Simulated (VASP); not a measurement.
Output of a VASP run:

OSZICAR:
```
       N       E                     dE             d eps       ncg     rms          rms(c)
DAV:   1     0.108244851947E+02    0.10824E+02   -0.42058E+03  7064   0.342E+02
DAV:   2    -0.214745760353E+02   -0.32299E+02   -0.31091E+02  8992   0.100E+02
DAV:   3    -0.219489234945E+02   -0.47435E+00   -0.47314E+00  8472   0.948E+00
DAV:   4    -0.219490954194E+02   -0.17192E-03   -0.17192E-03  8272   0.208E-01
DAV:   5    -0.219490954677E+02   -0.48255E-07   -0.48245E-07  8504   0.328E-03    0.515E+00
DAV:   6    -0.194521474822E+02    0.24969E+01   -0.20783E-01  7504   0.211E+00    0.424E+00
DAV:   7    -0.223328620079E+02   -0.28807E+01   -0.46379E-01  7896   0.300E+00    0.951E-01
DAV:   8    -0.194799459375E+02    0.28529E+01   -0.22508E-01  7024   0.187E+00    0.113E+00
DAV:   9    -0.196418492774E+02   -0.16190E+00   -0.16812E-02  7496   0.664E-01    0.131E-01
DAV:  10    -0.196565882330E+02   -0.14739E-01   -0.52081E-03  7400   0.382E-01    0.121E-01
DAV:  11    -0.196560325956E+02    0.55564E-03   -0.19365E-04  8544   0.665E-02    0.107E-01
DAV:  12    -0.196573278192E+02   -0.12952E-02   -0.19998E-04  7704   0.736E-02    0.185E-02
DAV:  13    -0.196573712799E+02   -0.43461E-04   -0.76256E-06  8184   0.159E-02    0.105E-02
DAV:  14    -0.196573715456E+02   -0.26568E-06   -0.36580E-08  8208   0.979E-04    0.103E-02
DAV:  15    -0.196573708285E+02    0.71708E-06   -0.20379E-07  7760   0.258E-03    0.784E-03
DAV:  16    -0.196573714064E+02   -0.57794E-06   -0.85617E-08  7824   0.144E-03    0.187E-03
DAV:  17    -0.196573715101E+02   -0.10371E-06   -0.40819E-09  4984   0.376E-04    0.123E-03
DAV:  18    -0.196573715694E+02   -0.59278E-07   -0.16357E-09  3888   0.222E-04
   1 F= -.19657372E+02 E0= -.19657372E+02  d E =-.600714E-75
 imaginary and real dielectric function
```

**OUTCAR**
```
------------------------ aborting loop because EDIFF is reached ----------------------------------------
  FORCE on cell =-STRESS in cart. coord.  units (eV):
  Direction    XX          YY          ZZ          XY          YZ          ZX
  --------------------------------------------------------------------------------------
  Total        0.0006654      0.0006654      0.0006654      0.0000000      0.0000000      0.0000000
  in kB        0.0942643      0.0942643      0.0942643      0.0000000      0.0000000      0.0000000
  external PRESSURE =       0.0942643 kB  Pullay stress =       0.0000000 kB
  volume of cell :       11.31
      direct lattice vectors                 reciprocal lattice vectors
     0.000000000  1.781593535  1.781593535    -0.280647628  0.280647628  0.280647628
     1.781593535  0.000000000  1.781593535     0.280647628 -0.280647628  0.280647628
     1.781593535  1.781593535  0.000000000     0.280647628  0.280647628 -0.280647628
 POSITION                                       TOTAL-FORCE (eV/Angst)
 -----------------------------------------------------------------------------------
      0.00000      0.00000      0.00000         0.000000      0.000000      0.000000
      0.89080      0.89080      0.89080        -0.000000     -0.000000     -0.000000
 -----------------------------------------------------------------------------------
    total drift:                                0.000000      0.000000      0.000000
  FREE ENERGIE OF THE ION-ELECTRON SYSTEM (eV)
  ---------------------------------------------------
  free  energy   TOTEN  =       -19.6573715694 eV

  energy  without entropy=      -19.6573715694  energy(sigma->0) =      -19.65737157

 plasma frequency squared (from intraband transitions) (eV^2)
  --------------------------------------------------------------------------------------
       0.000       0.000       0.000
       0.000       0.000       0.000
       0.000       0.000       0.000

 plasma frequency squared (from interband transitions, int dw w eps(2)(w)) (eV^2)
  --------------------------------------------------------------------------------------
     954.365       0.000       0.000      -0.000      -0.000      -0.000
       0.000       0.000     954.365       0.000       0.000       0.000
      -0.000       0.000       0.000      -0.000     954.365       0.000
```
(Selected blocks of OUTCAR.)

File POSCAR:
```
C
1
    0.0000000000     1.7815935352     1.7815935352
    1.7815935352     0.0000000000     1.7815935352
    1.7815935352     1.7815935352    -0.0000000000
C
2
Direct
  0.0000000000   0.0000000000   0.0000000000
  0.2500000000   0.2500000000   0.2500000000
```

Task: Write an INCAR and KPOINTS that could have produced this output.

Result: This is not unique; one that fits is the input of the run itself, r2SCAN meta-GGA, plane waves, VASP's PBE PAW potentials (set 64).

INCAR:
```
# general
SYSTEM   =  C
PREC     =  Accurate
ENCUT    =  520
LREAL    =  .FALSE.
LASPH    =  .TRUE.
NBANDS   =  24

# electronic loop
EDIFF    =  1E-7
NELM     =  100
ALGO     =  Normal
LMIXTAU  =  .TRUE.

# smearing
ISMEAR   =  0
SIGMA    =  0.01

# functional
METAGGA  =  R2SCAN

# output
LWAVE    =  .FALSE.
LCHARG   =  .FALSE.
NEDOS    =  1001

# other
LOPTICS  =  .TRUE.
LPEAD    =  .TRUE.
CSHIFT   =  0.1
```

KPOINTS:
```
K-points
0
gamma
16 16 16
```

POTCAR, in this order: C (PBE.64 set). Program: vasp_std.

The compound is C in the diamond structure. It was relaxed first.
